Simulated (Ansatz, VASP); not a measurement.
Given: the input of a run of Ansatz 0.2.0 on NaMg6Ti.

File input.yaml:

```yaml
crystal:
  lattice:
    - [5.156804, 0.0, 0.0]
    - [0.0, 3.1992795, 5.5539075]
    - [0.0, -3.1992795, 5.5539075]
  atoms:
    - { symbol: Ti, position: [0.0, 0.840933, 0.840933] }
    - { symbol: Mg, position: [0.5, 0.167112, 0.167112] }
    - { symbol: Mg, position: [0.5, 0.152596, 0.673322] }
    - { symbol: Mg, position: [0.5, 0.673322, 0.152596] }
    - { symbol: Mg, position: [0.0, 0.335172, 0.335172] }
    - { symbol: Mg, position: [0.0, 0.332136, 0.832476] }
    - { symbol: Mg, position: [0.0, 0.832476, 0.332136] }
    - { symbol: Na, position: [0.5, 0.666252, 0.666252] }
hamiltonian:
  xc: pbe
  pseudopotentials: { kind: paw }
kpoints:
  mp_grid: { grid: [5, 5, 5] }
scf:
  occupations: { method: gaussian, width: 0.1 }
output:
  forces: true
  stress: true
  eigenvalues: true
```

Potentials or basis: Ansatz PAW.

Launch:

```sh
$ ansatz run input.yaml --threads 4 --pin off --max-ram 11264MiB --backend cpu --events-out ev --progress --plain --runs-dir out
```

Task: Translate it to VASP 6.6.1. Potentials there: VASP PAW PBE potentials, release 64 (Ti, Mg, Na).

Result: As run (the cutoff follows the program's own potentials):

Contents of INCAR:

```
PREC = Accurate
ENCUT = 500
EDIFF = 1E-6
ISMEAR = 0
SIGMA = 0.1
LREAL = False
LASPH = True
NELM = 100
ALGO = Normal
ISIF = 2
LWAVE = False
LCHARG = False
GGA = PE
```

Contents of KPOINTS:

```
regular mesh
0
Gamma
  5 5 5
```

Contents of POSCAR:

```
NaMg6Ti
1.0
    5.1568040000      0.0000000000      0.0000000000
    0.0000000000      3.1992795000      5.5539075000
    0.0000000000     -3.1992795000      5.5539075000
Ti Mg Na
1 6 1
Direct
    0.0000000000      0.8409330000      0.8409330000
    0.5000000000      0.1671120000      0.1671120000
    0.5000000000      0.1525960000      0.6733220000
    0.5000000000      0.6733220000      0.1525960000
    0.0000000000      0.3351720000      0.3351720000
    0.0000000000      0.3321360000      0.8324760000
    0.0000000000      0.8324760000      0.3321360000
    0.5000000000      0.6662520000      0.6662520000
```

Potentials or basis: VASP PAW PBE potentials, release 64 (Ti, Mg, Na).

The run is started by

```bash
$ cat potpaw_PBE.64/Ti/POTCAR potpaw_PBE.64/Mg/POTCAR potpaw_PBE.64/Na/POTCAR > POTCAR
$ mpirun -np 1 vasp_std > vasp.out
```

Both were run:

|  | VASP | Ansatz | Ansatz less VASP |
| --- | --- | --- | --- |
| gap on the k mesh at the Fermi level (eV) | none | none | - |
| pressure (GPa) | -0.4 | -0.2 | +0.17 |
| largest component of the traceless stress (GPa) | 0.40 | 0.38 | -0.027 |
| rms of the force components (eV/Å) | 0.037 | 0.036 | -0.0008 |

Atom by atom the forces differ by 0.003 eV/Å (rms over components). A gap of «none» marks a metal or a gap that the smearing closes. The two sets of potentials don't hold the same shells in valence.
